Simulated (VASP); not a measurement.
Wanted: the native input for a VASP 6.6.1 run.

- Task: dielectric tensor
- Functional: PBEsol
- Potentials or basis: VASP PAW PBE potentials, release 64 (Ge_d, Si)
- Cutoff: 600 eV
- k mesh: 6 × 6 × 6
- Occupations: gaussian, width 0.03 eV
- Spin: no spin polarisation
- Monkhorst-Pack mesh: yes
- Further INCAR settings: ALGO = Normal; EDIFF = 1e-08

The structure of SiGe7 lies in POSCAR:

```
SiGe7                                   
1.0
    5.6359787789      0.0000000000     -0.0000000000
    0.0000000000     -5.6359787789     -0.0000000000
   -0.0000000000     -0.0000000000     -5.6359787789
  Ge              Si            
     7     1
Direct
     0.7470632162864380    0.7470632162864380    0.7470632162864380
     0.2529367837135620    0.2529367837135620    0.7470632162864380
     0.2529367837135620    0.7470632162864380    0.2529367837135620
     0.7470632162864380    0.2529367837135620    0.2529367837135620
     0.5000000000000000    0.0000000000000000    0.0000000000000000
     0.0000000000000000    0.5000000000000000    0.0000000000000000
     0.0000000000000000    0.0000000000000000    0.5000000000000000
     0.5000000000000000    0.5000000000000000    0.5000000000000000
```

The cell was built by a generator and needn't be a form met in nature.

One way to write it, as run:

INCAR

```
PREC = Accurate
ENCUT = 600
EDIFF = 1E-8
ISMEAR = 0
SIGMA = 0.03
LREAL = False
LASPH = True
NELM = 80
ALGO = Normal
ISIF = 2
LWAVE = False
LCHARG = False
GGA = PS
LEPSILON = True
KPAR = 2
```

KPOINTS

```
regular mesh
0
Monkhorst-Pack
  6 6 6
```

Potentials or basis: VASP PAW PBE potentials, release 64 (Ge_d, Si).

Command:

```console
$ cat potpaw_PBE.64/Ge_d/POTCAR potpaw_PBE.64/Si/POTCAR > POTCAR
$ mpirun -np 2 vasp_std > vasp.out
```

It gave:

- Electronic dielectric tensor (diagonal): 20.70
- Born charges (mean of the diagonal): Ge -0.04, +0.10; Si -0.15 e

It took 24 min on 2 MPI ranks on Intel(R) Xeon(R) Platinum 8259CL CPU @ 2.50GHz (Skylake/Cascade Lake), on a shared host, peak memory 1.1 GiB a rank.
